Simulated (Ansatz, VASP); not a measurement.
# SnTe in two plane-wave programs

One calculation is typed for both programs; each brings its own data sets. How far apart do they land? The cell is taken from a series of runs on this material, whose earlier steps may have relaxed, scaled, displaced or heated it; both programs get it as it stands.

Program: Ansatz 0.2.0. Level of theory: plane waves, with VASP 6.6.1 beside it; zone-centre phonons at PBEsol. Results are calculated unless marked as measured.

### 1. The structure

Symmetry: R-3m, No. 166, trigonal system. The conventional cell has a = 4.535 Å, b = 4.535 Å, c = 10.670 Å, α = 90.00°, β = 90.00°, γ = 120.00°. Sn has 6 Te at 3.17 Å nearest. Nearest to Te lie 6 Sn at 3.17 Å. Farther neighbours and most contacts between anions are not listed.

### 2. VASP: zone-centre phonons, PBEsol

Second derivatives magnify differences that forces hide, and they need a tight electronic threshold.

Lines of VASP's logs that name or quote its potential files are left out, and so is its time.

INCAR reads:

```
SYSTEM = SnTe
PREC = Accurate
ENCUT = 500
EDIFF = 1E-08
NELM = 120
ISMEAR = 0
SIGMA = 0.01
LREAL = .FALSE.
ALGO = Normal
GGA = PS
NBANDS = 16
LORBIT = 11
LWAVE = .FALSE.
LCHARG = .FALSE.
ISIF = 2
IBRION = 8
LASPH = .TRUE.
GGA_COMPAT = .FALSE.
KPAR = 2
```

POSCAR reads:

```
SnTe
1.0
   -0.0845594925      3.1224541785      3.1224541785
    3.1224541785     -0.0845594925      3.1224541785
    3.1224541785      3.1224541785     -0.0845594925
Sn Te
1 1
Direct
    0.0000000000      0.0000000000      0.0000000000
    0.5000000000      0.5000000000      0.5000000000
```

KPOINTS reads:

```
Automatic mesh
0
Gamma
12 12 12
0 0 0
```

PAW data sets: Sn_d and Te (PBE family, release 64).

Run with:

```
$ mpirun -np 2 vasp_std
```

Numbers of over 12 decimals in the logs are rounded to 6 here.

The program printed:

```text
[banner, memory and clock lines left out]
running    2 mpi-ranks, on    1 nodes
 distrk:  each k-point on    1 cores,    2 groups
 distr:  one band on    1 cores,    1 groups

 POSCAR found type information on POSCAR SnTe
 POSCAR found :  2 types and       2 ions
|                                                                             |
|               ----> ADVICE to this user running VASP <----                  |
|                                                                             |
|     You enforced a specific xc type in the INCAR file but a different       |
|     [... a line on the potential file left out ...]
|     I HOPE YOU KNOW WHAT YOU ARE DOING!                                     |
|                                                                             |

 LDA part: xc-table for (Slater+PW92), standard interpolation
 POSCAR, INCAR and KPOINTS ok, starting setup
 FFT: planning ... GRIDC
 FFT: planning ... GRID_SOFT
 FFT: planning ... GRID
 WAVECAR not read
 entering main loop
       N       E                     dE             d eps       ncg     rms          rms(c)
DAV:   1     0.120873462475E+03    0.12087E+03   -0.94234E+03  6112   0.139E+03
DAV:   2     0.163875827360E+01   -0.11923E+03   -0.11666E+03  6608   0.345E+02
DAV:   3    -0.812075532846E+01   -0.97595E+01   -0.96962E+01  7592   0.872E+01
DAV:   4    -0.837864013255E+01   -0.25788E+00   -0.25784E+00  7328   0.154E+01
DAV:   5    -0.839008006464E+01   -0.11440E-01   -0.11440E-01  8976   0.299E+00    0.452E+00
DAV:   6    -0.833179373904E+01    0.58286E-01   -0.13436E-01  8520   0.287E+00    0.283E+00
DAV:   7    -0.832961761154E+01    0.21761E-02   -0.46652E-02  7880   0.132E+00    0.748E-01
DAV:   8    -0.832915695599E+01    0.46066E-03   -0.67000E-03  7688   0.712E-01    0.144E-01
DAV:   9    -0.832921048991E+01   -0.53534E-04   -0.57415E-04  8480   0.219E-01    0.309E-02
DAV:  10    -0.832919572597E+01    0.14764E-04   -0.63835E-05  8024   0.725E-02    0.202E-02
DAV:  11    -0.832919548183E+01    0.24414E-06   -0.28107E-05  8168   0.436E-02    0.242E-02
DAV:  12    -0.832919535264E+01    0.12919E-06   -0.19783E-06  7512   0.101E-02    0.125E-02
DAV:  13    -0.832919522532E+01    0.12732E-06   -0.82859E-08  8232   0.199E-03    0.800E-03
DAV:  14    -0.832919515065E+01    0.74668E-07   -0.21390E-07  8264   0.526E-03    0.141E-03
DAV:  15    -0.832919511480E+01    0.35849E-07   -0.18990E-08  6312   0.701E-04    0.749E-04
DAV:  16    -0.832919512576E+01   -0.10957E-07   -0.51747E-10  4016   0.235E-04    0.480E-04
DAV:  17    -0.832919514485E+01   -0.19090E-07   -0.31471E-10  3768   0.240E-04    0.210E-04
DAV:  18    -0.832919514547E+01   -0.61482E-09   -0.56069E-11  3728   0.845E-05
   1 F= -.83291951E+01 E0= -.83291907E+01  d E =-.892722E-05
 Linear response reoptimize wavefunctions to high precision
DAV:   1    -0.832919514560E+01   -0.13051E-09   -0.42703E-11  3992   0.466E-05
DAV:   2    -0.832919514558E+01    0.20918E-10   -0.60990E-12  3576   0.249E-05
 Linear response DOF=           2
 Linear response progress:
  Degree of freedom:   1/  2
       N       E                     dE             d eps       ncg     rms          rms(c)
RMM:   1    -0.215502133558E+00   -0.21550E+00    0.28385E-01 18409   0.103E+01
RMM:   2    -0.220643767535E+00   -0.51416E-02   -0.12088E-02 27182   0.868E-01    0.783E-02
RMM:   3    -0.220477535646E+00    0.16623E-03   -0.95546E-04 30037   0.246E-01    0.420E-02
RMM:   4    -0.220177874355E+00    0.29966E-03   -0.86408E-05 29950   0.741E-02    0.869E-03
RMM:   5    -0.220163502342E+00    0.14372E-04   -0.80603E-06 30994   0.228E-02    0.375E-03
RMM:   6    -0.220168313823E+00   -0.48115E-05   -0.12299E-06 30467   0.776E-03    0.135E-03
RMM:   7    -0.220168451389E+00   -0.13757E-06   -0.32755E-07 31327   0.301E-03    0.743E-04
RMM:   8    -0.220165642548E+00    0.28088E-05    0.20053E-07 30354   0.131E-03    0.117E-04
RMM:   9    -0.220165806761E+00   -0.16421E-06    0.32414E-07 31992   0.581E-04    0.243E-04
RMM:  10    -0.220165602827E+00    0.20393E-06    0.41269E-07 31745   0.279E-04    0.184E-04
RMM:  11    -0.220165606985E+00   -0.41575E-08    0.32119E-07 33536   0.138E-04    0.227E-04
RMM:  12    -0.220165384882E+00    0.22210E-06    0.17293E-07 30505   0.909E-05    0.185E-04
RMM:  13    -0.220165309301E+00    0.75581E-07    0.71219E-08 31681   0.483E-05    0.134E-04
RMM:  14    -0.220165271908E+00    0.37393E-07    0.36829E-08 31436   0.265E-05    0.121E-04
RMM:  15    -0.220165175082E+00    0.96826E-07    0.14487E-08 29484   0.213E-05    0.761E-05
RMM:  16    -0.220165132102E+00    0.42980E-07    0.78702E-09 31526   0.152E-05    0.561E-05
RMM:  17    -0.220165108328E+00    0.23774E-07    0.14936E-09 28197   0.114E-05    0.418E-05
RMM:  18    -0.220165073411E+00    0.34916E-07    0.82279E-10 30020   0.111E-05    0.198E-05
RMM:  19    -0.220165060012E+00    0.13399E-07   -0.63548E-10 27216   0.921E-06    0.101E-05
RMM:  20    -0.220165049635E+00    0.10378E-07   -0.12532E-10 25049   0.856E-06    0.347E-06
RMM:  21    -0.220165045815E+00    0.38199E-08   -0.83893E-10 19030   0.798E-06    0.102E-06
 first order change of Fermi-energy   0.96675E-04
 force on displaced ion       1 direction 1 :  -0.025  -0.169  -0.169
 Linear response progress:
  Degree of freedom:   2/  2
       N       E                     dE             d eps       ncg     rms          rms(c)
RMM:   1    -0.469345245263E-01   -0.46935E-01    0.67806E-02 33046   0.853E-01
RMM:   2    -0.475455864131E-01   -0.61106E-03   -0.19655E-03 28767   0.212E-01    0.610E-02
RMM:   3    -0.477210391070E-01   -0.17545E-03   -0.16056E-04 29200   0.613E-02    0.465E-02
RMM:   4    -0.479811207849E-01   -0.26008E-03   -0.23606E-05 28872   0.308E-02    0.609E-03
RMM:   5    -0.479948842451E-01   -0.13763E-04   -0.10317E-06 29774   0.735E-03    0.309E-03
RMM:   6    -0.479928236021E-01    0.20606E-05   -0.97280E-08 29031   0.216E-03    0.673E-04
RMM:   7    -0.479921253835E-01    0.69822E-06   -0.51311E-09 29809   0.485E-04    0.137E-04
RMM:   8    -0.479920596229E-01    0.65761E-07   -0.53657E-08 29262   0.165E-04    0.274E-05
RMM:   9    -0.479919662863E-01    0.93337E-07    0.29677E-07 31320   0.519E-05    0.180E-05
RMM:  10    -0.479920352714E-01   -0.68985E-07    0.18082E-07 31951   0.158E-05    0.321E-06
RMM:  11    -0.479920129017E-01    0.22370E-07    0.44926E-08 29469   0.804E-06    0.888E-07
RMM:  12    -0.479920158365E-01   -0.29348E-08   -0.18708E-08 23005   0.428E-06    0.494E-07
 first order change of Fermi-energy   0.19581E-04
 force on displaced ion       2 direction 1 :  -0.041  -0.163  -0.163
 Linear response finished
```

From OUTCAR (step 2):

```text
ion  position               nearest neighbor table
   1  0.000  0.000  0.000-   2 3.17   2 3.17   2 3.17   2 3.17   2 3.17   2 3.17
   2  0.500  0.500  0.500-   1 3.17   1 3.17   1 3.17   1 3.17   1 3.17   1 3.17

  LATTYP: Found a trigonal (rhomboedric) cell.
 ALAT       =     4.4166265975
 COS(alpha) =     0.4727455480

 Subroutine GETGRP returns: Found 12 space group operations
 (whereof 12 operations were pure point group operations)

The static configuration has the point symmetry D_3d.

 Found    189 irreducible k-points:

   k-points           NKPTS =    189   k-points in BZ     NKDIM =    189   number of bands    NBANDS=     16

   dimension x,y,z NGX =    32 NGY =   32 NGZ =   32
   dimension x,y,z NGXF=    64 NGYF=   64 NGZF=   64

   ENCUT  =  500.0 eV  36.75 Ry    6.06 a.u.   8.05  8.05  8.05*2*pi/ulx,y,z

   NELECT =      20.0000    total number of electrons

 k-points in reciprocal lattice and weights: Automatic mesh
   0.00000000  0.00000000  0.00000000       0.001
   0.08333333  0.00000000  0.00000000       0.003
   0.16666667 -0.00000000 -0.00000000       0.003
   0.25000000  0.00000000  0.00000000       0.003
   0.33333333  0.00000000  0.00000000       0.003
   0.41666667  0.00000000  0.00000000       0.003
   0.50000000  0.00000000  0.00000000       0.002
   0.08333333  0.08333333 -0.00000000       0.003
   0.16666667  0.08333333  0.00000000       0.007
[...]
-0.41666667  0.50000000  0.41666667       0.003
   0.50000000  0.50000000  0.50000000       0.001

 average (electrostatic) potential at core
       1-100.5682       2 -87.8221

  Total       -0.3405114     -0.3405114     -0.3405114      0.1712552      0.1712552      0.1712552
  in kB       -8.6106386     -8.6106386     -8.6106386      4.3305923      4.3305923      4.3305923
  external PRESSURE =      -8.6106386 kB  Pullay stress =       0.0000000 kB

  energy-cutoff  :      500.00
  volume of cell :       63.36
      direct lattice vectors                 reciprocal lattice vectors
    -0.084559492  3.122454178  3.122454178    -0.153768223  0.158048346  0.158048346
     3.122454178 -0.084559492  3.122454178     0.158048346 -0.153768223  0.158048346
     3.122454178  3.122454178 -0.084559492     0.158048346  0.158048346 -0.153768223

 POSITION                                       TOTAL-FORCE (eV/Angst)
 -----------------------------------------------------------------------------------
      0.00000      0.00000      0.00000         0.000000      0.000000      0.000000
      3.08017      3.08017      3.08017        -0.000000     -0.000000     -0.000000
 -----------------------------------------------------------------------------------
    total drift:                                0.000000     -0.000000     -0.000000

 Eigenvectors and eigenvalues of the dynamical matrix
 ----------------------------------------------------

   1 f  =    1.204685 THz     7.569256 2PiTHz   40.183951 cm-1     4.982173 meV
             X         Y         Z           dx          dy          dz
      0.000000  0.000000  0.000000     0.414546    0.414546    0.414546
      3.080174  3.080174  3.080174    -0.401852   -0.401852   -0.401852

   2 f  =    0.028956 THz     0.181934 2PiTHz    0.965855 cm-1     0.119751 meV
             X         Y         Z           dx          dy          dz
      0.000000  0.000000  0.000000    -0.518608    0.398830    0.119778
      3.080174  3.080174  3.080174    -0.582268    0.447787    0.134481

   3 f  =    0.028956 THz     0.181934 2PiTHz    0.965855 cm-1     0.119751 meV
             X         Y         Z           dx          dy          dz
      0.000000  0.000000  0.000000     0.161111    0.368572   -0.529683
      3.080174  3.080174  3.080174     0.180887    0.413815   -0.594702

   4 f/i=    0.003016 THz     0.018949 2PiTHz    0.100599 cm-1     0.012473 meV
             X         Y         Z           dx          dy          dz
      0.000000  0.000000  0.000000     0.401852    0.401852    0.401852
      3.080174  3.080174  3.080174     0.414546    0.414546    0.414546

   5 f/i=    0.728753 THz     4.578889 2PiTHz   24.308579 cm-1     3.013878 meV
             X         Y         Z           dx          dy          dz
      0.000000  0.000000  0.000000     0.521564   -0.534270    0.012706
      3.080174  3.080174  3.080174    -0.464540    0.475857   -0.011317

   6 f/i=    0.728753 THz     4.578889 2PiTHz   24.308579 cm-1     3.013878 meV
             X         Y         Z           dx          dy          dz
      0.000000  0.000000  0.000000    -0.315796   -0.293789    0.609586
      3.080174  3.080174  3.080174     0.281270    0.261669   -0.542939

 ELASTIC MODULI CONTR FROM IONIC RELAXATION (kBar)
 Direction    XX          YY          ZZ          XY          YZ          ZX
 --------------------------------------------------------------------------------
 XX           0.0000      0.0000      0.0000      0.0000      0.0000      0.0000
 YY           0.0000      0.0000      0.0000      0.0000      0.0000      0.0000
 ZZ           0.0000      0.0000      0.0000      0.0000      0.0000      0.0000
 XY           0.0000      0.0000      0.0000      0.0000      0.0000      0.0000
 YZ           0.0000      0.0000      0.0000      0.0000      0.0000      0.0000
 ZX           0.0000      0.0000      0.0000      0.0000      0.0000      0.0000
 --------------------------------------------------------------------------------
```

### 3. Ansatz: zone-centre phonons, PBEsol

Ansatz runs on its PAW soft_1 files.

The same cell, functional, mesh and smearing now go to Ansatz, which takes its cutoff from its data sets.

input.yaml reads:

```yaml
crystal:
  lattice:
    - [-0.0845594925, 3.1224541785, 3.1224541785]
    - [3.1224541785, -0.0845594925, 3.1224541785]
    - [3.1224541785, 3.1224541785, -0.0845594925]
  atoms:
    - { symbol: Sn, position: [0.0, 0.0, 0.0] }
    - { symbol: Te, position: [0.5, 0.5, 0.5] }
kpoints:
  mp_grid: { grid: [12, 12, 12] }
hamiltonian:
  xc: pbesol
  pseudopotentials: { kind: paw, azcp: { folder: soft_1 }, xc_functional: pbe }
scf:
  occupations: { method: gaussian, width: 0.01 }
output:
  eigenvalues: true
phonons:
  method: dfpt
```

Run with:

```
$ ansatz run input.yaml --threads 4 --pin off --max-ram 10240MiB --backend cpu --events-out ev --progress --plain --runs-dir out
```

The program printed:

```text
Engine: ansatz 0.2.0, x86_64-unknown-linux-gnu
Pseudopotentials: kind: paw
Pseudopotential: Sn, paw, valence charge 14, recommended cutoff 420 eV (normal), soft_1/Sn.paw.azcp
Pseudopotential: Te, paw, valence charge 16, recommended cutoff 420 eV (normal), soft_1/Te.paw.azcp
Functional definition: PBEsol
  exchange = pbesol_x
  correlation = pbesol_c
Crystal: 2 atoms, lattice volume = 63.359 Å³
Basis set: ecut = 420 eV, 1235 PW (Γ), exchange–correlation on 60×60×60 points (8 copies of the dense FFT grid, shifted against one another)
Bands: 19, of which v1, the nominal top of the filled ones, is band 15 counted from 1 (14 counted from 0)
Symmetry: 12 space group operations
k-points: 476 of 1728 (irreducible under 2 space group operations, time reversal used)
Non-local potential: Sn, projectors of the file, l = 0: 2, l = 1: 2, l = 2: 2, l = 3: 1
Non-local potential: Te, projectors of the file, l = 0: 2, l = 1: 2, l = 2: 2, l = 3: 1
PAW form: soft (Blöchl's): semilocal exchange-correlation on the pseudo side does not see the compensation charge
PAW frozen core: Sn, regenerated for the run's functional, and the local potential with it (the file was generated under x = pbe(κ = 0.804, μ = 0.219515), c = pbe(β = 0.066725))
PAW frozen core: Te, regenerated for the run's functional, and the local potential with it (the file was generated under x = pbe(κ = 0.804, μ = 0.219515), c = pbe(β = 0.066725))
PAW one-centre angular grid: Sn, 590 points (default); XC on 64 Gauss nodes
PAW one-centre angular grid: Te, 590 points (default); XC on 64 Gauss nodes
Initial density: superposition of atomic densities (chi_scale 0.1, normalization cell, long waves kept (reshape's long-wave potential 0.00 eV rms))
Initial wavefunctions: pseudopotential atomic-orbital guess
Functional: x = pbesol(κ = 0.804, μ = 0.123457), c = pbesol(β = 0.046)
SCF iter   1: F=—  HF=-12852.004828 eV  |F-HF|=—  |Δ(HF+E_count)|=         —  Δρ=1.07e-2  dr2=7.64e-2  ethr=3.10e-3  ⟨swp⟩=7.6  Hψ=52608  notcnv=0
preconditioner: auto → none  [insulator: Δε(μ)=0.131 eV  Ē_g=8.605 eV  σ=0.010 eV  W_gap=0.67  n_scr=14 (ndim 8)  ℏωp=14.8 eV  f_vac=0.000  D(μ)=0.18/eV (n_scr^D=0)  ε∞_Penn≈3.9]
SCF iter   2: F=—  HF=-12851.997947 eV  |F-HF|=—  |Δ(HF+E_count)|=   6.88e-3  Δρ=5.38e-3  dr2=2.00e-2  ethr=2.55e-4  ⟨swp⟩=2.0  Hψ=14759  notcnv=0
SCF iter   3: F=—  HF=-12851.997526 eV  |F-HF|=—  |Δ(HF+E_count)|=   4.21e-4  Δρ=4.15e-4  dr2=4.40e-5  ethr=6.67e-5  ⟨swp⟩=3.2  Hψ=17270  notcnv=0
SCF iter   4: F=—  HF=-12851.997541 eV  |F-HF|=—  |Δ(HF+E_count)|=   1.44e-5  Δρ=1.12e-4  dr2=7.14e-6  ethr=1.47e-7  ⟨swp⟩=2.0  Hψ=17381  notcnv=0
SCF iter   5: F=—  HF=-12851.997536 eV  |F-HF|=—  |Δ(HF+E_count)|=   4.82e-6  Δρ=2.35e-5  dr2=9.39e-8  ethr=2.38e-8  ⟨swp⟩=2.0  Hψ=16185  notcnv=0
SCF iter   6: F=—  HF=-12851.997536 eV  |F-HF|=—  |Δ(HF+E_count)|=   7.89e-7  Δρ=5.70e-6  dr2=1.16e-8  ethr=3.13e-10  ⟨swp⟩=2.0  Hψ=16185  notcnv=0
SCF iter   7: F=—  HF=-12851.997537 eV  |F-HF|=—  |Δ(HF+E_count)|=   7.35e-9  Δρ=9.39e-7  dr2=3.05e-10  ethr=3.85e-11  ⟨swp⟩=2.0  Hψ=16185  notcnv=0
SCF iter   8: F=-12851.997537 eV  HF=-12851.997537 eV  |F-HF|=1.82e-12  |Δ(HF+E_count)|=  2.07e-10  Δρ=1.06e-7  dr2=3.50e-12  ethr=1.00e-12  ⟨swp⟩=5.5  Hψ=51392  notcnv=0
SCF 1 converged in 8 iterations: F = -12851.997537 eV  dr2 = 3.50e-12
  greatest PAW one-centre occupation: 0.998 electrons in one spin orbital (limit 2), on the Te atom at site 1 (counted from 0), in its partial waves of l = 2
DFPT response loops at Γ: preconditioner auto → Kerker (q_TF=auto, 2.409 Å⁻¹) (partly filled bands, converged f_vac=0.007); β = 1.00, the filter's whole step (`scf.mixing.beta` (0.50) is not read by the response loops under this deck's `scf.mixing.preconditioner`; to damp them name `kerker` or `kerker_dos`, under which they read `scf.mixing.beta`, and type it under 1.00, their step now; both keys bind the ground state too); Broyden in place of MSR1
SCF converged after 8 iterations
Free energy (F): -12851.997537 eV
Harris-Foulkes:  -12851.997537 eV  (|F-HF|=1.82e-12)
Internal energy: -12851.997528 eV  (E = F + TS)
E sigma→0 (E₀):  -12851.997532 eV
Entropy (-TS):   -0.000009 eV (-0.004 meV/atom)
Fermi energy:    9.342816 eV
--- Per-component energies (eV) ---
  E_band       = -360.917537
  E_kinetic    = 338.874080
  E_local      = -2702.787685  (includes V_loc(G=0)·N_el)
  E_nonlocal   = 215.463081
  E_hartree    = 1343.830589
  E_xc         = -246.168008
  E_vxc        = -182.065958  (∫ρ·V_xc dr)
  E_paw        = -8888.328841  (= ΣΔE_a)
  E_vpaw       = -718.062683  (= ΣTr[D̂ρ^β])
  E_aug_tail   = 0.000379  (compensation charges beyond the density's cutoff)
  E_ewald      = -2913.540775
  E_core_change = 0.659651  (= ΣΔE_core)
  E_smearing   = -0.000009  (= −TS)
  E_closure    = -0.000000  (closes the sum)
  Σ components = -12851.997537   (vs F -12851.997537, Δ=0.00e0)
--- Band table (eV; the first three rows and the last of 476) ---
  k-point 0: bands = [... 11 lower, 4.5743, 7.1446, 7.1446, 7.5050, 12.5910, 12.7136, 12.7136, 13.9549]
  k-point 1: bands = [... 11 lower, 4.2350, 7.1598, 7.3654, 7.5401, 12.2674, 12.3734, 12.4054, 13.9763]
  k-point 2: bands = [... 11 lower, 3.4899, 7.2080, 7.4901, 7.9224, 11.5931, 11.6725, 11.7729, 14.0694]
  k-point 475: bands = [... 11 lower, 1.1938, 7.4608, 7.4608, 9.1089, 9.1900, 9.5503, 9.5503, 17.1604]
--- Phonons (Γ-DFPT): 2 representative perturbations + reference, on 476 of 1728 k-points (Σ response iterations 6) ---
  k mesh reduced under 2 symmetry operations, with k and −k counted as one. Each operation leaves every solved perturbation unchanged. A smaller set is not used because it would not reduce the number of displacements times k-points to solve
  ASR residual: 6.624e-5 → 0.000e0 eV/Å²; symmetrization residual: 8.072e-6 eV/Å²
  ASR residual per site (eV/Å²): 8.66e-6 6.62e-5
  Γ frequencies (cm⁻¹): -26.64 -26.64 0.00 0.00 0.00 38.38
  non-analytic LO–TO correction: not included (Born effective charges unavailable; polar crystals: no LO–TO splitting at Γ)
```

The column dr2 measures how far the density is from self-consistency, as an energy; F and HF (Harris–Foulkes) agree once it is small.

### 4. Side by side

Known differences besides the potentials themselves: the data sets hold 30 valence electrons in Ansatz (on its PAW soft_1 files) and 20 in VASP; the cutoff is 420 eV in Ansatz and 500 eV in VASP; Ansatz makes its cores anew for this functional, VASP keeps those of its PBE data sets. Total energies have different zeros and are not compared.

Compared:

```csv
quantity,Ansatz,VASP,difference
"optical mode 1 to 2 (imaginary, printed as negative) (cm⁻¹)",-26.6,-24.3,-2.3
optical mode 3 (cm⁻¹),38.4,40.2,-1.8
```

Modes are paired by rising frequency, not by their patterns, so a pair may set unlike modes beside each other; they are those without the splitting of longitudinal modes.

### 5. Results

```
r.m.s. difference of the optical zone-centre modes, each program's sorted by frequency (zone-centre phonons, PBEsol) : 2.2 cm⁻¹
```

The r.m.s. difference of the optical zone-centre modes, each program's sorted by frequency is 2.2 cm⁻¹ (zone-centre phonons, PBEsol). The data sets hold unlike numbers of valence electrons (30 in Ansatz and 20 in VASP), so part of the differences comes from the potentials. Such differences can come from data sets, numerical settings and the points named under the comparisons, not from the functional's error against experiment.

[Lines on the potential files, build, host, timing and source positions are cut from VASP's logs without a mark.]

[Logs are printed without paths, hosts, clocks, repeated set-up lines and the standing remarks that a program may print on its own settings, such as how far it seeks lower states.]

[Hosts, paths, dates, database ids (printed as entryN), source tags and the programs' standing remarks are cut or masked in the printed files.]
